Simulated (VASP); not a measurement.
Take Mg$_{2}$Sn (antifluorite), against free atoms with fixed spin and no zero-point term, in VASP with PAW potentials, and its cohesive energy.

Task: One run gives 2.26 eV/atom. Which level is it?
A) PBE-D3(BJ)
B) RPBE
C) PBE
D) LDA

Result: C, PBE.  The others give 1.99 (RPBE), 2.82 (LDA), 2.55 (PBE-D3(BJ)).

Only levels that ran to the end are used. Left out are those held back, those with too coarse a band path, GW runs whose mesh misses a band edge, hybrids' fits of cells that aren't cubic and levels without matching references; a question may draw on a part of the rest.
